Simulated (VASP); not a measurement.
These are RPBE GGA, VASP's PBE PAW potentials (set 64) (plane waves; VASP) values and carry that method's errors.

Input for VASP

### POSCAR
```
ZrC
1.0
  0.0000000000   2.3673057733   2.3673057733
  2.3673057733   0.0000000000   2.3673057733
  2.3673057733   2.3673057733   0.0000000000
Zr C
1 1
Cart
  0.0000000000   0.0000000000   0.0000000000
  2.3673057733   2.3673057733   2.3673057733
```

KPOINTS:
```
k-points along high-symmetry lines
15
Line-mode
Reciprocal
  0.000000   0.000000   0.000000 ! GAMMA
  0.500000   0.000000   0.500000 ! X

  0.500000   0.000000   0.500000 ! X
  0.625000   0.250000   0.625000 ! U

  0.375000   0.375000   0.750000 ! K
  0.000000   0.000000   0.000000 ! GAMMA

  0.000000   0.000000   0.000000 ! GAMMA
  0.500000   0.500000   0.500000 ! L

  0.500000   0.500000   0.500000 ! L
  0.500000   0.250000   0.750000 ! W

  0.500000   0.250000   0.750000 ! W
  0.500000   0.000000   0.500000 ! X
```

**INCAR**
```
ALGO = Normal
EDIFF = 1E-7
ENCUT = 520
GGA = RP
ICHARG = 11
ISMEAR = 0
LASPH = .TRUE.
LCHARG = .FALSE.
LMAXMIX = 4
LORBIT = 11
LREAL = .FALSE.
LWAVE = .FALSE.
NELM = 100
PREC = Accurate
SIGMA = 0.05
SYSTEM = ZrC
```

POTCAR, in this order: Zr_sv C (PBE.64 set). Program: vasp_std. Read from the step before: CHGCAR.

Output

OSZICAR:
```
       N       E                     dE             d eps       ncg     rms          rms(c)
DAV:   1     0.112212879784E+03    0.11221E+03   -0.89948E+03  2160   0.134E+03
DAV:   2    -0.105175120888E+02   -0.12273E+03   -0.11720E+03  2536   0.337E+02
DAV:   3    -0.155957249997E+02   -0.50782E+01   -0.49072E+01  3428   0.594E+01
DAV:   4    -0.157535984315E+02   -0.15787E+00   -0.15770E+00  2684   0.896E+00
DAV:   5    -0.157569571257E+02   -0.33587E-02   -0.33584E-02  3152   0.115E+00
DAV:   6    -0.157570064867E+02   -0.49361E-04   -0.49361E-04  2676   0.122E-01
DAV:   7    -0.157570069662E+02   -0.47956E-06   -0.48022E-06  3208   0.120E-02
DAV:   8    -0.157570069715E+02   -0.52185E-08   -0.40413E-08  1780   0.118E-03
   1 F= -.15757007E+02 E0= -.15756089E+02  d E =-.183629E-02
```

OUTCAR:
```
 val. band max:        9.7551952724   @ k =   0.5000   0.0536   0.5536

 cond. band min:       9.7776609411   @ k =   0.0714   0.0000   0.0714



 k-point     1 :       0.0000    0.0000    0.0000
  band No.  band energies     occupation
      1     -38.7692      2.00000
      2     -16.4906      2.00000
      3     -16.4906      2.00000
      4     -16.4906      2.00000
      5      -1.8173      2.00000
      6      10.3927      0.00000
      7      10.3927      0.00000
      8      10.3927      0.00000
      9      10.5616      0.00000
     10      10.5616      0.00000
     11      10.5616      0.00000
     12      12.2012      0.00000

 k-point     2 :       0.0357    0.0000    0.0357
  band No.  band energies     occupation
      1     -38.7677      2.00000
      2     -16.5006      2.00000
      3     -16.4940      2.00000
      4     -16.4940      2.00000
      5      -1.7800      2.00000
      6       9.9712      0.00000
      7      10.0913      0.00000
      8      10.0913      0.00000
      9      10.5076      0.00000
     10      10.9180      0.00000
     11      10.9180      0.00000
     12      12.2178      0.00000

 k-point     3 :       0.0714    0.0000    0.0714
  band No.  band energies     occupation
      1     -38.7632      2.00000
      2     -16.5297      2.00000
      3     -16.5037      2.00000
      4     -16.5037      2.00000
      5      -1.6714      2.00000
      6       9.1894      2.00000
      7       9.7777      0.63029
      8       9.7777      0.63029
      9      10.3540      0.00000
     10      11.3940      0.00000
     11      11.3940      0.00000
     12      12.2669      0.00000

 k-point     4 :       0.1071    0.0000    0.1071
  band No.  band energies     occupation
      1     -38.7560      2.00000
      2     -16.5758      2.00000
      3     -16.5194      2.00000
      4     -16.5194      2.00000
      5      -1.5010      2.00000
      6       8.3833      2.00000
      7       9.5227      2.00000
...
```

The density is held fixed in this step, so its total energy and stress have no physical meaning.

The compound is ZrC in the rock salt structure. It was relaxed first.
